Examination question: the vibrations of CoSi at the zone centre

Cobalt silicide, CoSi, has a cubic cell with four Co and four Si atoms. The table lists its harmonic vibrations from a density-functional calculation with the PBE functional and without spin. All belong to the zone centre, where every cell of the crystal moves in the same way. The phonon frequency is given as a wavenumber, and a negative entry would mark a distortion that lowers the energy.

VASP 6.6.1, PBE with PAW potentials, no spin polarisation: harmonic phonons of CoSi (P2₁3, 8-atom cell) from finite displacements of 0.015 Å about the relaxed atomic positions. Plane-wave cutoff 600 eV, 8×8×8 k mesh, Methfessel-Paxton smearing of 0.1 eV. Phonon q row 1 is the zone centre, q = (0, 0, 0); imaginary frequencies are printed as negative.

```
row  phonon q row (row)  phonon frequency (cm⁻¹)
  1                   1                      0.0
  2                   1                      0.0
  3                   1                      0.0
  4                   1                    187.7
  5                   1                    209.7
  6                   1                    209.7
  7                   1                    227.6
  8                   1                    227.6
  9                   1                    227.6
 10                   1                    246.2
 11                   1                    246.2
 12                   1                    246.2
 13                   1                    310.3
 14                   1                    310.3
 15                   1                    310.3
 16                   1                    313.1
 17                   1                    313.1
 18                   1                    350.5
 19                   1                    350.5
 20                   1                    350.5
 21                   1                    362.9
 22                   1                    423.6
 23                   1                    423.6
 24                   1                    423.6
```

Question 1. Why are there 24 rows, why are three of them zero, and why do the others share so few values?

Answer. Eight atoms with three directions each give 24 independent motions. In three of them the whole crystal shifts as a rigid body; no bond changes, so the frequency is zero. The other 21, the optical modes, fall on only nine levels because the cubic symmetry turns one pattern of motion into another of equal energy.

The patterns follow from the sites. Each atom sits on a threefold axis, a body diagonal of the cube or a line parallel to one. Motions of the four Co atoms along their own axes combine into one single mode (called A) and one triple mode (T); motions sideways to the axes give one double mode (E) and two triple ones. Silicon supplies the same set. With one triple mode used up by the rigid shift, two A, two E and five T levels remain, as the table shows.

Remark. Three equal entries are one result seen along three directions, and their agreement is no measure of accuracy.

Question 2. Cobalt is about twice as heavy as silicon. Does the mass alone explain how far apart the two A levels and the two E levels lie?

Answer. Take the limiting case in which Co and Si vibrate separately, each held by springs of the same stiffness k. A mass m then has the angular frequency

ω = √(k/m)

and with rough atomic masses of 59 and 28 the two frequencies of a pair should stand in the ratio

ω(Si)/ω(Co) = √(59/28) ≈ 1.45

The E levels, 209.7 and 313.1 cm⁻¹, have a ratio of 1.49, so the estimate is only about 3 % too low. The A levels, 187.7 and 362.9 cm⁻¹, have a ratio of 1.93, and here it is a quarter too low. The printed output after this text gives this comparison, which has no adjustable constant.

Remark. An answer that stopped at the E pair would conclude that its lower level is cobalt and its upper one silicon. The A pair warns against this. The same atoms with the same masses break the rule there, so agreement in one pair does not identify which atoms move.

Question 3. What could spread the A levels further than the masses do?

Answer. The two elements are bonded to each other, so they do not vibrate separately. Consider the opposite limit, a Co and a Si atom joined by one spring and held by nothing else. Moving together they leave the spring at rest and have zero frequency; moving against each other they stretch it and have a high one. Coupling of this kind can therefore drive two levels much further apart than the mass ratio would.

The shortest bond alone does not tell whether this matters more for A than for E. Each Co atom has seven Si neighbours at slightly different distances, and the shortest contact, 2.316 Å, lies exactly along the threefold axis. In the A modes both atoms move along this line and can stretch the bond directly. In the E modes they move sideways to it, which hardly changes its length. The other six contacts are slanted to the axis, however, and the E modes do stretch those. If the bonds act as springs along their length, the slanted ones also couple the two A patterns with the opposite sign to the short one, and so work against it.

Remark. Coupling is therefore a possible cause of the wide A pair, not a shown one, and why the E pair is narrower stays open. Separate vibrations would also reproduce the A pair if silicon were held about 1.8 times as stiffly as cobalt. The frequencies alone do not decide between the two; the displacement patterns of the modes would.

Question 4. Suppose the Co atoms became twice as heavy while all forces stayed the same. What would happen to the two A levels?

Answer. There is one A pattern of Co and one of Si, and the two real modes are mixtures of them. Let k(Co) and k(Si) be the stiffness of each pattern with the other element held still, and c the coupling between them. The two frequencies then obey

ω₁² ω₂² = [k(Co) k(Si) − c²] / [m(Co) m(Si)]

Doubling m(Co) halves the right-hand side, so the product of the two frequencies falls to √(1/2) ≈ 0.71 of its value, however strongly the elements are coupled.

How the fall is shared depends on who moves. If the lower mode were purely cobalt, it would take the whole of it and drop from 187.7 to 187.7 × 0.71 ≈ 133 cm⁻¹, while the upper mode stayed put. If both modes contain cobalt, both fall, and each by less.

Remark. Replacing cobalt by a heavier element changes the bonds as well as the mass. The mass rule then gives only one part of the shift.

Question 5. Would the triple levels remain triple in an insulator with the same structure?

Answer. Not necessarily. In a T mode the displaced charges can add up to an electric dipole in every cell, whereas in A and E modes the contributions of the four equivalent atoms cancel. In an insulator, a long wave of such dipoles builds up an electric field when the atoms move along the direction of the wave. This field stiffens one of the three motions and leaves the two transverse ones alone, which is the splitting into longitudinal and transverse optical modes. If all five triplets split, there would be 14 optical levels in place of nine.

CoSi is a semimetal. Its mobile electrons screen such a field if they respond faster than the atoms move, and the triplets are then expected to stay together, or nearly so.

Remark. The table is no evidence for this screening. The calculation treats the exact zone centre without the long-range field, and it would return unsplit triplets for an insulator too.

Question 6. Which digits can be trusted? Is the E level at 313.1 cm⁻¹ really above the T level at 310.3 cm⁻¹?

Answer. That order is not secure. The gap is 0.9 % of the frequency, and because stiffness goes as the frequency squared, a change of about 2 % in the stiffness of one mode relative to the other would close it. In a metal the forces depend on how finely the electronic states near the Fermi level are sampled, and convergence with the mesh was not tested here. The highest T level, by contrast, stands 61 cm⁻¹ above the next level, and errors of a few per cent would not change its place.

Remark. The three clean zeros do not vouch for the decimals of the optical modes. A rigid shift costs no energy whatever the quality of the bonds, so it says nothing about how well their stiffness is computed. For comparison with a measured spectrum, the decimals are best ignored: the calculation leaves out the shifts caused by temperature, and the functional has an error of its own.

Question 7. No optical frequency is negative. Is the crystal therefore stable?

Answer. It is stable against small displacements that repeat identically in every cell, with the shape of the cell held fixed. A distortion in which neighbouring cells move in opposite directions lies outside this test. A cell doubled along one edge would bring it in: of its 48 modes, 24 would be those of the table and 24 would be new, with alternate cells moving in opposition. A negative frequency among the new ones would reveal a tendency to double the period.

Remark. The result also holds only for the nonmagnetic state, which was imposed by leaving out spin. For CoSi this is a reasonable choice, since the bulk material is known to be diamagnetic.

Numerical output:

```
Modes of the 8-atom cell: 24
Optical modes: 21
Distinct optical levels: 9
Single optical levels (A): 2
Double optical levels (E): 2
Triple optical levels (T): 5
Most optical levels if every triplet split into LO and TO: 14
Modes of a cell doubled along one edge: 48
Upper A level less lower A level in 1/cm: 175.2
Upper E level less lower E level in 1/cm: 103.4
Ratio of upper to lower A frequency: 1.933
Ratio of upper to lower E frequency: 1.493
Ratio of highest to lowest optical T frequency: 1.861
Root of the mass ratio Co to Si (equal separate springs): 1.452
Stiffness ratio needed for the A pair if Co and Si moved separately with Si above: 1.774
Stiffness ratio needed for the E pair if Co and Si moved separately with Si above: 1.058
Factor on the product of the two A frequencies if the Co mass doubled at fixed forces: 0.7071
Highest T level less upper A level in 1/cm: 60.7
Upper E level less nearby T level in 1/cm: 2.8
The same gap in percent of the frequency: 0.9024
The same gap in percent of the squared frequency: 1.813
Shift of the lowest optical level by the acoustic residue in squared frequency in 1/cm: 5.716e-07
```
